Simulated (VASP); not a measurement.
An input for Quantum ESPRESSO's pw.x (written as the equivalent of a VASP run, and not itself run):

```
&CONTROL
  calculation = 'vc-relax'
  pseudo_dir = './pseudo'
  outdir = './out'
  tprnfor = .true.
  tstress = .true.
  nstep = 60
  forc_conv_thr = 0.00039
/
&SYSTEM
  ibrav = 0
  nat = 2
  ntyp = 2
  ecutwfc = 60.3
  occupations = 'smearing'
  smearing = 'gaussian'
  degauss = 0.003675
  input_dft = 'pbe'
  vdw_corr = 'grimme-d3'
  dftd3_version = 4
  dftd3_threebody = .false.
/
&ELECTRONS
  conv_thr = 7.3e-08
  electron_maxstep = 100
/
&IONS
/
&CELL
/
ATOMIC_SPECIES
  Tl 204.380 Tl.upf
  Br 79.904 Br.upf
CELL_PARAMETERS angstrom
     3.9900000    0.0000000    0.0000000
     0.0000000    3.9900000    0.0000000
     0.0000000    0.0000000    3.9900000
ATOMIC_POSITIONS crystal
  Tl   0.0000000  0.0000000  0.0000000
  Br   0.5000000  0.5000000  0.5000000
K_POINTS automatic
  6 6 6 0 0 0
```

Problem. Translate this input to VASP (INCAR, KPOINTS, POSCAR, choice of POTCAR).

Solution. This is not unique; one that fits is 
**POSCAR**
```
TlBr
1
    3.9900000000     0.0000000000     0.0000000000
    0.0000000000     3.9900000000     0.0000000000
    0.0000000000     0.0000000000     3.9900000000
Tl Br
1 1
Direct
  0.0000000000   0.0000000000   0.0000000000
  0.5000000000   0.5000000000   0.5000000000
```

### INCAR
```
SYSTEM = TlBr
PREC = Accurate; ENCUT = 520; LREAL = .FALSE.
LASPH = .TRUE.
EDIFF = 1E-6; NELM = 100; ALGO = Normal
LMAXMIX = 4
ISMEAR = 0; SIGMA = 0.05
GGA = PE; IVDW = 12
IBRION = 2; NSW = 60; ISIF = 3
EDIFFG = -0.01
LWAVE = .FALSE.; LCHARG = .FALSE.
```

### KPOINTS
```
K-points
0
G
  6 6 6
0 0 0
```

POTCAR, in this order: Tl_d Br (PBE.64 set). Program: vasp_std.

The two are equivalent in intent, not identical: the potentials are each code's own (VASP's PAW set, PseudoDojo norm-conserving files in pw.x), so ENCUT and ecutwfc are chosen apart and not converted; conv_thr bounds pw.x's estimated SCF error, while EDIFF bounds the energy change between steps; forc_conv_thr acts on force components and is met together with etot_conv_thr.

The compound is TlBr in the CsCl type structure. This run relaxes it. Symmetry was kept, so distortions that lower it aren't found.
